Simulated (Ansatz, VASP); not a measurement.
# Cross-check of ZrB2 between VASP and Ansatz

Wanted: the spread between two codes on one cell, functional and k mesh. The structure shown comes from an earlier Ansatz run, which isn't shown and may have moved the atoms alone.

Main program and level: Ansatz 0.2.0; plane waves, with VASP 6.6.1 beside it; elastic constants at PBE.

## (1) Set-up

It takes space group P6/mmm (No. 191, hexagonal). Conventional cell: a = 3.162 Å, b = 3.162 Å, c = 3.567 Å, α = 90.00°, β = 90.00°, γ = 120.00°. Nearest to Zr lie 12 B at 2.55 Å. Nearest to B lie 3 B at 1.83 Å and 6 Zr at 2.55 Å. Farther neighbours are not listed.

## (2) Ansatz: elastic constants, PBE

Ansatz runs on its default PAW (the set named soft_2) files.

Elastic constants are differences of stresses under small strains, so they test the stress and the mesh.

Contents of input.yaml:

```yaml
crystal:
  lattice:
    - [3.1620601715, 0.0, 0.0]
    - [-1.5810300858, 2.7384244368, 0.0]
    - [0.0, 0.0, 3.5665661735]
  atoms:
    - { symbol: Zr, position: [0.0, 0.0, 0.0] }
    - { symbol: B, position: [0.3333333333, 0.6666666667, 0.5] }
    - { symbol: B, position: [0.6666666667, 0.3333333333, 0.5] }
kpoints:
  mp_grid: { grid: [15, 15, 12] }
hamiltonian:
  xc: pbe
scf:
  occupations: { method: gaussian, width: 0.1 }
output:
  forces: true
  stress: true
  eigenvalues: true
elastic:
  mode: relaxed_ion
  stencil: two_point
```

The run is started by

```
> ansatz run input.yaml --threads 2 --pin off --max-ram 8192MiB --backend cpu --events-out ev --progress --plain --runs-dir out
```

Numbers of over 12 decimals in the logs are rounded to 6 here.

Log:

```text
Engine: ansatz 0.2.0, x86_64-unknown-linux-gnu
Pseudopotentials: kind: paw
Pseudopotential: Zr, paw, valence charge 12, recommended cutoff 420 eV (normal), Zr.paw.azcp
Pseudopotential: B, paw, valence charge 3, recommended cutoff 420 eV (normal), B.paw.azcp
Functional definition: PBE
  parameter kappa = 0.804
  parameter beta = 0.066725
  exchange = pbe_x(kappa = kappa, mu = beta*pi^2/3)
  correlation = pbe_c(beta = beta)
Crystal: 3 atoms, lattice volume = 30.883 Å³
Basis set: ecut = 420 eV, 563 PW (Γ), exchange–correlation on 48×48×48 points (8 copies of the dense FFT grid, shifted against one another)
Bands: 13, of which v1, the nominal top of the filled ones, is band 9 counted from 1 (8 counted from 0)
Symmetry: 24 space group operations
Space group: P6/mmm (ITA 191), of the structure as read, at distance tolerance 3.1e-5 Å
k-points: 189 of 2700
Non-local potential: Zr, projectors of the file, l = 0: 3, l = 1: 2, l = 2: 2, l = 3: 2
Non-local potential: B, projectors of the file, l = 0: 2, l = 1: 2, l = 2: 1
PAW form: soft (Blöchl's): semilocal exchange-correlation on the pseudo side does not see the compensation charge
PAW one-centre angular grid: Zr, 590 points (default); XC on 64 Gauss nodes
PAW one-centre angular grid: B, 110 points (default); XC on 64 Gauss nodes
Initial density: superposition of atomic densities (neutral atoms: chi_scale 0, normalization atom), corrected by the library's trained network
Initial wavefunctions: pseudopotential atomic-orbital guess
Functional: x = pbe(κ = 0.804, μ = 0.219515), c = pbe(β = 0.066725)
SCF iter   1: F=—  HF=-4498.720203 eV  |F-HF|=—  |Δ(HF+E_count)|=         —  Δρ=1.47e-3  dr2=5.30e-4  ethr=1.77e-3  ⟨swp⟩=4.8  Hψ=11903  notcnv=0
preconditioner: auto → none  [metal: Δε(μ)=0.026 eV  Ē_g=8.800 eV  σ=0.100 eV  W_gap=0.15  n_scr=8 (ndim 8)  ℏωp=21.1 eV  f_vac=0.000  D(μ)=0.22/eV (n_scr^D=0)  sad-step TF]
SCF iter   2: F=—  HF=-4498.720196 eV  |F-HF|=—  |Δ(HF+E_count)|=   6.51e-6  Δρ=8.78e-4  dr2=2.82e-4  ethr=2.94e-6  ⟨swp⟩=2.1  Hψ=5387  notcnv=0
SCF iter   3: F=—  HF=-4498.720188 eV  |F-HF|=—  |Δ(HF+E_count)|=   7.98e-6  Δρ=3.67e-4  dr2=3.64e-5  ethr=1.56e-6  ⟨swp⟩=2.0  Hψ=3417  notcnv=0
SCF iter   4: F=—  HF=-4498.720195 eV  |F-HF|=—  |Δ(HF+E_count)|=   6.86e-6  Δρ=1.18e-4  dr2=2.59e-6  ethr=2.02e-7  ⟨swp⟩=2.9  Hψ=4150  notcnv=0
SCF iter   5: F=—  HF=-4498.720195 eV  |F-HF|=—  |Δ(HF+E_count)|=   1.04e-7  Δρ=7.72e-5  dr2=1.30e-6  ethr=1.44e-8  ⟨swp⟩=2.0  Hψ=4156  notcnv=0
SCF iter   6: F=—  HF=-4498.720194 eV  |F-HF|=—  |Δ(HF+E_count)|=   9.34e-7  Δρ=3.01e-5  dr2=1.92e-7  ethr=7.23e-9  ⟨swp⟩=2.7  Hψ=4094  notcnv=0
SCF iter   7: F=—  HF=-4498.720194 eV  |F-HF|=—  |Δ(HF+E_count)|=   7.08e-8  Δρ=8.82e-6  dr2=1.55e-8  ethr=1.07e-9  ⟨swp⟩=2.3  Hψ=4050  notcnv=0
SCF iter   8: F=—  HF=-4498.720194 eV  |F-HF|=—  |Δ(HF+E_count)|=   6.10e-9  Δρ=1.32e-6  dr2=3.30e-10  ethr=8.60e-11  ⟨swp⟩=2.0  Hψ=4095  notcnv=0
SCF iter   9: F=—  HF=-4498.720194 eV  |F-HF|=—  |Δ(HF+E_count)|=  1.26e-10  Δρ=9.81e-8  dr2=1.80e-12  ethr=1.83e-12  ⟨swp⟩=2.0  Hψ=4130  notcnv=0
SCF iter  10: F=-4498.720194 eV  HF=-4498.720194 eV  |F-HF|=9.09e-13  |Δ(HF+E_count)|=  1.82e-12  Δρ=3.09e-9  dr2=1.46e-15  ethr=1.00e-12  ⟨swp⟩=3.0  Hψ=10175  notcnv=0
SCF 1 converged in 10 iterations: F = -4498.720194 eV  dr2 = 1.46e-15
  greatest PAW one-centre occupation: 0.996 electrons in one spin orbital (limit 2), on the Zr atom at site 0 (counted from 0), in its partial waves of l = 0
Crystal: 3 atoms, lattice volume = 30.821 Å³
Symmetry: 8 space group operations
k-points: 448 of 2700
Initial density: handed on by an earlier stage of this run
Initial wavefunctions: pseudopotential atomic-orbital guess (no wavefunctions were taken with the density)
[...]
preconditioner: auto → none  [metal: Δε(μ)=0.028 eV  Ē_g=8.832 eV  σ=0.100 eV  W_gap=0.16  n_scr=8 (ndim 8)  ℏωp=21.2 eV  f_vac=0.000  D(μ)=0.22/eV (n_scr^D=0)]
[...]
SCF 12 converged in 9 iterations: F = -4498.720098 eV  dr2 = 1.21e-16
[...]
SCF 13 converged in 7 iterations: F = -4498.720098 eV  dr2 = 1.74e-14
relax step   1: F+E_penalty+E_count = -4498.72009836 eV  Δ(F+E_penalty+E_count) = +0.000e0 eV  max|allowed force component| = 3.106e-5 eV/Å  Δτ_max = 0.0000 Å  (7 SCF iters, accepted)
[...]
SCF iter   4: F=—  HF=-4498.720098 eV  |F-HF|=—  |Δ(HF+E_count)|=  2.73e-12  Δρ=9.21e-8  dr2=6.69e-13  ethr=9.26e-15 (applied; sched 1.00e-12)  ⟨swp⟩=1.0  Hψ=9464  notcnv=0
iter 5 did not close the SCF: its close was put off for the readings that it lacked (scf_convergence_deferred on its scf_iter line)
SCF iter   5: F=-4498.720098 eV  HF=-4498.720098 eV  |F-HF|=9.09e-13  |Δ(HF+E_count)|=    0.00e0  Δρ=2.23e-8  dr2=3.18e-14  ethr=3.71e-15 (applied; sched 1.00e-12)  ⟨swp⟩=2.3  Hψ=13991  notcnv=0
iter 6 did not close the SCF: its close was put off for the readings that it lacked (scf_convergence_deferred on its scf_iter line)
SCF iter   6: F=-4498.720098 eV  HF=-4498.720098 eV  |F-HF|=0.00e0  |Δ(HF+E_count)|=    0.00e0  Δρ=9.79e-9  dr2=7.94e-15  ethr=5.56e-16 (applied; sched 1.00e-12)  ⟨swp⟩=2.2  Hψ=14373  notcnv=0
iter 7 did not close the SCF: its close was put off for the readings that it lacked (scf_convergence_deferred on its scf_iter line)
SCF iter   7: F=-4498.720098 eV  HF=-4498.720098 eV  |F-HF|=9.09e-13  |Δ(HF+E_count)|=    0.00e0  Δρ=4.35e-9  dr2=1.51e-15  ethr=5.56e-16 (applied; sched 1.00e-12)  ⟨swp⟩=1.0  Hψ=9464  notcnv=0
iter 8 did not close the SCF: its close was put off for the readings that it lacked (scf_convergence_deferred on its scf_iter line)
SCF iter   8: F=-4498.720098 eV  HF=-4498.720098 eV  |F-HF|=1.82e-12  |Δ(HF+E_count)|=  1.82e-12  Δρ=1.97e-9  dr2=3.13e-16  ethr=5.56e-16 (applied; sched 1.00e-12)  ⟨swp⟩=1.0  Hψ=9464  notcnv=0
SCF iter   9: F=-4498.720098 eV  HF=-4498.720098 eV  |F-HF|=9.09e-13  |Δ(HF+E_count)|=  1.82e-12  Δρ=1.20e-9  dr2=1.12e-16  ethr=1.00e-12  ⟨swp⟩=1.0  Hψ=21840  notcnv=0
SCF 14 converged in 9 iterations: F = -4498.720098 eV  dr2 = 1.12e-16
SCF converged after 10 iterations
Free energy (F): -4498.720194 eV
Harris-Foulkes:  -4498.720194 eV  (|F-HF|=9.09e-13)
Internal energy: -4498.719107 eV  (E = F + TS)
E sigma→0 (E₀):  -4498.719650 eV
Entropy (-TS):   -0.001088 eV (-0.363 meV/atom)
Fermi energy:    15.704288 eV
--- Per-component energies (eV) ---
  E_band       = -26.671072
  E_kinetic    = 434.861696
  E_local      = -559.010352  (includes V_loc(G=0)·N_el)
  E_nonlocal   = 100.584237
  E_hartree    = 176.683406
  E_xc         = -228.845879
  E_vxc        = -271.203057  (∫ρ·V_xc dr)
  E_paw        = -3110.881469  (= ΣΔE_a)
  E_vpaw       = -85.270423  (= ΣTr[D̂ρ^β])
  E_aug_tail   = 0.000017  (compensation charges beyond the density's cutoff)
  E_ewald      = -1312.110762
  E_smearing   = -0.001088  (= −TS)
  E_closure    = -0.000000  (closes the sum)
  Σ components = -4498.720194   (vs F -4498.720194, Δ=0.00e0)
--- Forces (eV/Å), atoms counted from 1 ---
  atom   1  Zr    -0.00000000     0.00000000     0.00000000
  atom   2  B     -0.00000000    -0.00000000     0.00000000
  atom   3  B      0.00000000     0.00000000     0.00000000
  max |Σ_I F_I| component: 3.70e-17 eV/Å
--- Stress (GPa, compression-positive) ---
        0.938745       0.000000       0.000000
        0.000000       0.938745       0.000000
        0.000000       0.000000      -2.237477
  P = ⅓ Tr σ = -0.1200 GPa (-1.200 kbar)
--- Band table (eV; the first three rows and the last of 189) ---
  k-point 0: bands = [... 5 lower, 13.1114, 13.1808, 13.1808, 13.2785, 19.1042, 19.1042, 19.7761, 19.7761]
  k-point 1: bands = [... 5 lower, 12.3102, 13.2446, 13.2446, 14.0448, 18.5946, 18.5946, 19.5710, 19.5710]
  k-point 2: bands = [... 5 lower, 11.4020, 13.4335, 13.4335, 14.8704, 17.7950, 17.7950, 19.0259, 19.0259]
  k-point 188: bands = [... 5 lower, 7.0103, 10.7546, 13.0716, 13.0716, 19.6833, 21.6351, 21.6351, 22.1943]
--- Elastic constants: 3 strain directions × 2 members + reference (group order 24) ---
  dense FFT box of the reference and of every strained cell: 24×24×24
  strains applied: 11, 33, 23; error gains: componentwise 1.00 (the most a stress slope's error grows in a printed constant), spectral 1.41 (1 for all six strains in a standard setting)
  C = ∂σ_k/∂η_j (tension-positive GPa; Voigt order 11 22 33 23 13 12):
       566.859     55.034    119.269      0.000      0.000      0.000
        55.034    566.859    119.269      0.000      0.000     -0.000
       116.086    116.086    424.429      0.000      0.000     -0.000
         0.000      0.000      0.000    250.018      0.000      0.000
         0.000      0.000      0.000      0.000    250.018      0.000
        -0.000      0.000      0.000      0.000      0.000    255.912
  reference stress σ⁰ (GPa):     -0.939     -0.939      2.237     -0.000     -0.000     -0.000
  C* (energy form; C + prestress term) asymmetry max|C*_kj − C*_jk| = 6.682e-3 GPa — a small one proves nothing (zero by symmetry where the batch's group is 432, −43m or m−3m); a large one is finite-difference/SCF noise where every solve meets its electron count
  moduli (Voigt/Reuss/Hill, GPa): K = 237.66/236.24/236.95   G = 235.71/228.83/232.27   E = 525.20   ν = 0.131
  mechanically stable: yes (min eigenvalue of sym C = 250.02 GPa)
  strain η (Voigt 11):  stress-route row diagonal C_11 = 566.86 GPa, energy-path curvature d²(F+E_count+ΔE)/dδ²/Ω₀ = 566.89 GPa
         δ    σ_11 (GPa)             F (eV)   n_scf  n_hpsi   n_pw
    -2.000e-3      -2.0796       -4498.7196147      11  116715    622   relax 3 steps, max|allowed force component| 5.49e-7 eV/Å
     2.000e-3       0.1878       -4498.7203363      11  117086    626   relax 2 steps, max|allowed force component| 1.86e-5 eV/Å
  strain η (Voigt 33):  stress-route row diagonal C_33 = 424.43 GPa, energy-path curvature d²(F+E_count+ΔE)/dδ²/Ω₀ = 424.27 GPa
         δ    σ_33 (GPa)             F (eV)   n_scf  n_hpsi   n_pw
    -2.000e-3       1.3844       -4498.7208983       6   40446    622   relax 0 steps, max|allowed force component| 1.97e-16 eV/Å
     2.000e-3       3.0821       -4498.7191596       5   37365    624   relax 0 steps, max|allowed force component| 1.36e-16 eV/Å
  strain η (Voigt 23):  stress-route row diagonal C_44 = 250.02 GPa, energy-path curvature d²(F+E_count+ΔE)/dδ²/Ω₀ = 249.61 GPa
         δ    σ_23 (GPa)             F (eV)   n_scf  n_hpsi   n_pw
    -2.000e-3      -0.5000       -4498.7200984       9  180605    622   relax 1 steps, max|allowed force component| 3.11e-5 eV/Å
     2.000e-3       0.5000       -4498.7200984       9  180184    622   relax 1 steps, max|allowed force component| 3.11e-5 eV/Å
```

Reading the cycles: dr2 is the Hartree energy of the density residual (eV), the measure of convergence; HF is the Harris–Foulkes estimate of the energy, which meets the free energy F at convergence.

[end of part 1 of 2]

[Lines on the potential files, build, host, timing and source positions are cut from VASP's logs without a mark.]

[Logs are printed without paths, hosts, clocks, repeated set-up lines and the standing remarks that a program may print on its own settings, such as how far it seeks lower states.]

[Hosts, paths, dates, database ids (printed as entryN), source tags and the programs' standing remarks are cut or masked in the printed files.]
